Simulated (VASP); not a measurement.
# HfZr2Se4 (C2/m) in VASP: single point with PBE

Aim: the single point of HfZr2Se4 with PBE.

Everything below comes from runs of VASP 6.6.1. Logs are shortened: lines on timing, memory, paths and dates and some standing lists are left out, and cuts for length are marked.

**1. The crystal as given**

It takes space group C2/m (No. 12, monoclinic). The conventional cell has a = 14.440 Å, b = 3.656 Å, c = 6.751 Å, α = 90.00°, β = 117.07°, γ = 90.00°. Around Zr (site symmetry m) lie 6 Se at 2.70 to 2.94 Å. Hf (site symmetry 2/m) is surrounded by 6 Se at 2.65 to 2.73 Å. Around Se (site symmetry m) lie 2 Hf at 2.73 Å and 3 Zr at 2.83 to 2.94 Å. Around Se (site symmetry m) lie 1 Hf at 2.65 Å and 3 Zr at 2.70 to 2.71 Å.

The cell was built by a generator and needn't be a form met in nature.

**2. Single point, PBE**

Contents of INCAR:

```
  PREC = Normal
  ENCUT = 520
  EDIFF = 1E-5
  ISMEAR = 0
  SIGMA = 0.15
  LREAL = Auto
  LASPH = T
  NELM = 80
  ALGO = Fast
  ISIF = 2
  LWAVE = F
  LCHARG = F
  GGA = PE
  NBANDS = 71
```

Contents of KPOINTS:

```
regular mesh
0
Gamma
  6 6 2
```

Contents of POSCAR:

```
HfZr2Se4
1.0
    7.2198590000     -1.8280900000      0.0000000000
    7.2198590000      1.8280900000      0.0000000000
   -6.1436260000      0.0000000000     12.0233620000
Zr Hf Se
4 2 8
Direct
    0.2541610000      0.2541610000      0.1514635000
    0.2541610000      0.2541610000      0.6514635000
    0.7458390000      0.7458390000      0.3485365000
    0.7458390000      0.7458390000      0.8485365000
    0.0000000000      0.0000000000      0.0000000000
    0.0000000000      0.0000000000      0.5000000000
    0.3673620000      0.3673620000      0.0175015000
    0.3673620000      0.3673620000      0.5175015000
    0.6326380000      0.6326380000      0.4824985000
    0.6326380000      0.6326380000      0.9824985000
    0.1048450000      0.1048450000      0.2203900000
    0.1048450000      0.1048450000      0.7203900000
    0.8951550000      0.8951550000      0.2796100000
    0.8951550000      0.8951550000      0.7796100000
```

Potentials or basis: VASP PAW PBE potentials, release 64 (Zr_sv, Hf_pv, Se).

The run is started by

```
cat potpaw_PBE.64/Zr_sv/POTCAR potpaw_PBE.64/Hf_pv/POTCAR potpaw_PBE.64/Se/POTCAR > POTCAR
mpirun -np 1 vasp_std > vasp.out
```

OUTCAR:

```text
PREC = Normal
   ENCUT = 520
   EDIFF = 1E-5
   ISMEAR = 0
   LREAL = Auto
   LASPH = T
   NELM = 80
   ISIF = 2
   GGA = PE

 ion  position               nearest neighbor table
   1  0.254  0.254  0.151-  13 2.70  13 2.70  11 2.71  10 2.83  10 2.83   7 2.94   3 3.28   3 3.28
                             5 3.29
   2  0.254  0.254  0.651-  14 2.70  14 2.70  12 2.71   9 2.83   9 2.83   8 2.94   4 3.28   4 3.28
                             6 3.29
   3  0.746  0.746  0.349-  11 2.70  11 2.70  13 2.71   8 2.83   8 2.83   9 2.94   1 3.28   1 3.28
                             6 3.29
   4  0.746  0.746  0.849-  12 2.70  12 2.70  14 2.71   7 2.83   7 2.83  10 2.94   2 3.28   2 3.28
                             5 3.29
   5  0.000  0.000  0.000-  11 2.65  14 2.65  10 2.73  10 2.73   7 2.73   7 2.73   1 3.29   4 3.29

   6  0.000  0.000  0.500-  12 2.65  13 2.65   9 2.73   9 2.73   8 2.73   8 2.73   2 3.29   3 3.29
[... 16 lines left out ...]
  Lattice vectors:

 A1 = (   7.2198590000,  -1.8280900000,   0.0000000000)
 A2 = (   7.2198590000,   1.8280900000,   0.0000000000)
 A3 = (  -6.1436260000,   0.0000000000,  12.0233620000)

Analysis of symmetry for initial positions (statically):
=====================================================================
 Subroutine PRICEL returns following result:

  LATTYP: Found a base centered monoclinic cell.
 ALAT       =    14.4397180000
 B/A-ratio  =     0.2532030058
 C/A-ratio  =     0.4675316630
 COS(beta)  =    -0.4550142877

  Lattice vectors:

 A1 = (   7.2198590000,  -1.8280900000,   0.0000000000)
 A2 = (   7.2198590000,   1.8280900000,   0.0000000000)
 A3 = (  -3.0718130000,   0.0000000000,   6.0116810000)

   2 primitive cells build up your supercell.

 Routine SETGRP: Setting up the symmetry group for a
 base centered monoclinic supercell.

 Subroutine GETGRP returns: Found  4 space group operations
 (whereof  4 operations were pure point group operations)
 out of a pool of  4 trial point group operations.

The static configuration has the point symmetry C_2h.

Analysis of symmetry for dynamics (positions and initial velocities):
=====================================================================
 Subroutine PRICEL returns following result:

  LATTYP: Found a base centered monoclinic cell.
 ALAT       =    14.4397180000
 B/A-ratio  =     0.2532030058
 C/A-ratio  =     0.4675316630
 COS(beta)  =    -0.4550142877

  Lattice vectors:

 A1 = (   7.2198590000,  -1.8280900000,   0.0000000000)
 A2 = (   7.2198590000,   1.8280900000,   0.0000000000)
 A3 = (  -3.0718130000,   0.0000000000,   6.0116810000)

   2 primitive cells build up your supercell.

 Routine SETGRP: Setting up the symmetry group for a
 base centered monoclinic supercell.

 Subroutine GETGRP returns: Found  4 space group operations
 (whereof  4 operations were pure point group operations)
 out of a pool of  4 trial point group operations.

The dynamic configuration has the point symmetry C_2h.

 Subroutine INISYM returns: Found  4 space group operations
 (whereof  4 operations are pure point group operations),
 and found     2 'primitive' translations

----------------------------------------------------------------------------------------

                                     Primitive cell

  volume of cell :     158.6910

  direct lattice vectors                    reciprocal lattice vectors
     7.219859000 -1.828090000  0.000000000     0.069253430 -0.273509510  0.035386706
     7.219859000  1.828090000  0.000000000     0.069253430  0.273509510  0.035386706
    -3.071813000  0.000000000  6.011681000     0.000000000  0.000000000  0.166342825

  length of vectors
     7.447702802  7.447702802  6.751025370     0.284351382  0.284351382  0.166342825

  position of ions in fractional coordinates (direct lattice)
     0.254161000  0.254161000  0.302927000
     0.745839000  0.745839000  0.697073000
     0.000000000  0.000000000  0.000000000
     0.367362000  0.367362000  0.035003000
     0.632638000  0.632638000  0.964997000
     0.104845000  0.104845000  0.440780000
     0.895155000  0.895155000  0.559220000

  ion indices of the primitive-cell ions
   primitive index   ion index
                 1           1
                 2           3
                 3           5
                 4           7
                 5          10
                 6          11
                 7          13

----------------------------------------------------------------------------------------

 KPOINTS: regular mesh

Automatic generation of k-mesh.
 Grid dimensions read from file:
 generate k-points for:    6    6    2

 Generating k-lattice:

  Cartesian coordinates                     Fractional coordinates (reciprocal lattice)
     0.011542238 -0.045584918  0.005897784     0.166666667  0.000000000 -0.000000000
     0.011542238  0.045584918  0.005897784     0.000000000  0.166666667 -0.000000000
     0.000000000  0.000000000  0.041585706     0.000000000  0.000000000  0.500000000

  Length of vectors
     0.047391897  0.047391897  0.041585706

  Shift w.r.t. Gamma in fractional coordinates (k-lattice)
     0.000000000  0.000000000  0.000000000

 Subroutine IBZKPT returns following result:
 ===========================================

 Found     26 irreducible k-points:

 Following reciprocal coordinates:
            Coordinates               Weight
  0.000000  0.000000  0.000000      1.000000
  0.166667  0.000000  0.000000      4.000000
  0.333333  0.000000  0.000000      4.000000
  0.500000  0.000000  0.000000      2.000000
  0.166667  0.166667  0.000000      2.000000
  0.333333  0.166667  0.000000      4.000000
[... 16 lines left out ...]
  0.333333  0.333333  0.500000      2.000000
  0.500000  0.333333  0.500000      4.000000
 [... further k-points ...]
   k-points           NKPTS =     26   k-points in BZ     NKDIM =     26   number of bands    NBANDS=     71
   number of dos      NEDOS =    301   number of ions     NIONS =     14
   total plane-waves  NPLWV = 141120
   dimension x,y,z NGX =    42 NGY =   42 NGZ =   80
   dimension x,y,z NGXF=    84 NGYF=   84 NGZF=  160
   ions per type =               4   2   8
   NGX,Y,Z   is equivalent  to a cutoff of   9.38,  9.38,  9.85 a.u.
   NGXF,Y,Z  is equivalent  to a cutoff of  18.75, 18.75, 19.70 a.u.
 SYSTEM =  unknown system
   PREC   = normal    normal or accurate (medium, high low for compatibility)
   ISTART =      0    job   : 0-new  1-cont  2-samecut
   ICHARG =      2    charge: 1-file 2-atom 10-const
   ISPIN  =      1    spin polarized calculation?
   LNONCOLLINEAR =      F non collinear calculations
   LSORBIT =      F    spin-orbit coupling
   LASPH  =      T    aspherical Exc in radial PAW
   ENCUT  =  520.0 eV  38.22 Ry    6.18 a.u.  13.85 13.85 25.10*2*pi/ulx,y,z
   NELM   =     80;   NELMIN=  2; NELMDL= -5     # of ELM steps
   EDIFF  = 0.1E-04   stopping-criterion for ELM
   LREAL  =      T    real-space projection
   EDIFFG = 0.1E-03   stopping-criterion for IOM
   NSW    =      0    number of steps for IOM
   IBRION =     -1    ionic relax: 0-MD 1-quasi-New 2-CG
   NFREE  =      0    steps in history (QN), initial steepest desc. (CG)
   ISIF   =      2    stress and relaxation
   ISYM   =      2    0-nonsym 1-usesym 2-fastsym
   POTIM  = 0.5000    time-step for ionic-motion
   TEBEG  =    0.0;   TEEND  =   0.0 temperature during run
   PSTRESS=    0.0 pullay stress
   NELECT =     116.0000    total number of electrons
   NUPDOWN=      -1.0000    fix difference up-down
   EMIN   =  10.00;   EMAX   =-10.00  energy-range for DOS
   EFERMI =   0.00;   METHOD = LEGACY
   ISMEAR =     0;   SIGMA  =   0.15  broadening in eV -4-tet -1-fermi 0-gaus
   EFERMI_NEDOS =   21; number of points for ismear=-14 and -15
   IALGO  =     68    algorithm
   IMIX   =      4    mixing-type and parameters
     AMIX     =   0.40;   BMIX     =  1.00
     AMIX_MAG =   1.60;   BMIX_MAG =  1.00
  volume/ion in A,a.u.               =      22.67       152.99
  Fermi-wavevector in a.u.,A,eV,Ry     =   1.170487  2.211901 18.640537  1.370041
  Thomas-Fermi vector in A             =   2.306945
   LORBIT       =      0    0 simple, 1 ext, 2 COOP (PROOUT), +10 PAW based schemes
   GGA     = PE    functional components
   LHFCALC =     F    Hartree Fock is set to
   AEXX    =    0.0000 exact exchange contribution
   IVDW    =     0    specifies the selected vdW correction
   LEPSILON=     F    determine dielectric tensor
   LRPA    =     F    only Hartree local field effects (RPA)
 non-spin polarized calculation
 RMM-DIIS sequential band-by-band and
 Gauss-broadening in eV      SIGMA  =   0.15
  energy-cutoff  :      520.00
  volume of cell :      317.38
 maximum number of plane-waves:      8570
   NGX = 27   NGY = 27   NGZ = 51

 number of electron     116.0000012 magnetization

 Free energy of the ion-electron system (eV)
  ---------------------------------------------------
  ext. energy  EPLUGINS =         0.00000000
  ---------------------------------------------------
  free energy    TOTEN  =      -100.12677263 eV

  energy without entropy =     -100.05472824  energy(sigma->0) =     -100.09075044

 E-fermi :   6.3953     XC(G=0): -10.2869

 val. band max:        6.3771330922   @ k =   0.3333   0.3333   0.0000
 cond. band min:       6.4079778955   @ k =   0.3333   0.1667   0.0000
 fundamental gap:      0.0308448034
 Fermi energy:         6.3952588802

 k-point     1 :       0.0000    0.0000    0.0000
  band No.  band energies     occupation
      1     -42.9738      2.00000
      2     -42.9731      2.00000
      3     -42.9367      2.00000
      4     -42.9360      2.00000
      5     -25.5454      2.00000
      6     -25.5453      2.00000
[... 1741 lines left out ...]
     69       8.4872      0.00000
     70       8.5753      0.00000

 [... further k-points ...]

 [bands above 70 left out]

------------------------ aborting loop because EDIFF is reached ----------------------------------------

  FORCE on cell =-STRESS in cart. coord.  units (eV):
  Direction    XX          YY          ZZ          XY          YZ          ZX
  --------------------------------------------------------------------------------------
  -------------------------------------------------------------------------------------
  Total       -0.6170044      0.1349384      0.2400797      0.0000000      0.0000000      0.3606310
  in kB       -3.1147028      0.6811831      1.2119474      0.0000000      0.0000000      1.8205031
  external PRESSURE =      -0.4071908 kB  Pullay stress =       0.0000000 kB

 VOLUME and BASIS-vectors are now :
 -----------------------------------------------------------------------------
  energy-cutoff  :      520.00
  volume of cell :      317.38
      direct lattice vectors                 reciprocal lattice vectors
     7.219859000 -1.828090000  0.000000000     0.069253430 -0.273509510  0.035386706
     7.219859000  1.828090000  0.000000000     0.069253430  0.273509510  0.035386706
    -6.143626000  0.000000000 12.023362000     0.000000000  0.000000000  0.083171412

 POSITION                                       TOTAL-FORCE (eV/Angst)
 -----------------------------------------------------------------------------------
      2.73948      0.00000      1.82110        -0.063977     -0.000000     -0.052973
     -0.33233      0.00000      7.83278        -0.063977     -0.000000     -0.052973
      8.62843      0.00000      4.19058         0.063977     -0.000000      0.052973
      5.55661      0.00000     10.20226         0.063977     -0.000000      0.052973
      0.00000      0.00000      0.00000         0.000000      0.000000     -0.000000
     -3.07181      0.00000      6.01168         0.000000     -0.000000     -0.000000
      5.19708      0.00000      0.21043         0.029836     -0.000000     -0.022937
      2.12527      0.00000      6.22211         0.029836     -0.000000     -0.022937
      6.17082      0.00000      5.80125        -0.029836     -0.000000      0.022937
      3.09901      0.00000     11.81294        -0.029836     -0.000000      0.022937
      0.15994      0.00000      2.64983         0.015683     -0.000000     -0.049568
     -2.91187      0.00000      8.66151         0.015683     -0.000000     -0.049568
     11.20797      0.00000      3.36185        -0.015683     -0.000000      0.049568
      8.13615      0.00000      9.37353        -0.015683     -0.000000      0.049568
 -----------------------------------------------------------------------------------
    total drift:                                0.000000     -0.000000     -0.000000

  FREE ENERGIE OF THE ION-ELECTRON SYSTEM (eV)
  ---------------------------------------------------
  free  energy   TOTEN  =      -100.1267726324 eV

  energy  without entropy=     -100.0547282449  energy(sigma->0) =     -100.09075044
```

Wall time 14 min (1 thread of Intel Xeon Platinum 8488C (Sapphire Rapids), shared host); peak memory 0.59 GiB.

Results:

```
Free energy            : -100.1268 eV
Pressure               : 0.0 GPa
Largest force          : 0.083 eV/Å
Band gap on the k mesh : none (metal or under the smearing width)
```

Forces in eV/Å, atoms in the order of the input:
```
Zr  -0.064  0.000 -0.053
Zr  -0.064  0.000 -0.053
Zr   0.064  0.000  0.053
Zr   0.064  0.000  0.053
Hf   0.000  0.000  0.000
Hf   0.000  0.000  0.000
Se   0.030  0.000 -0.023
Se   0.030  0.000 -0.023
Se  -0.030  0.000  0.023
Se  -0.030  0.000  0.023
Se   0.016  0.000 -0.050
Se   0.016  0.000 -0.050
Se  -0.016  0.000  0.050
Se  -0.016  0.000  0.050
```

Stress tensor (GPa, compression positive):
```
-0.31  0.00  0.18
 0.00  0.07  0.00
 0.18  0.00  0.12
```

Levels at points of the mesh, in eV from the Fermi level:
| k point | band 56 | band 57 | band 58 | band 59 | band 60 | band 61 |
| --- | --- | --- | --- | --- | --- | --- |
| (0.00, 0.00, 0.00) | -1.34 | -0.83 | -0.29 | -0.21 | 0.19 | 0.50 |
| (0.50, 0.00, 0.00) | -0.75 | -0.63 | -0.26 | 0.40 | 0.46 | 0.66 |
| (0.50, 0.50, 0.00) | -1.20 | -0.62 | -0.19 | 0.20 | 0.40 | 0.68 |
| (0.00, 0.00, 0.50) | -1.33 | -0.58 | -0.58 | 0.15 | 0.15 | 0.65 |
| (0.50, 0.00, 0.50) | -0.89 | -0.57 | -0.57 | 0.46 | 0.46 | 0.84 |
| (0.50, 0.50, 0.50) | -1.30 | -0.28 | -0.28 | 0.04 | 0.04 | 0.84 |
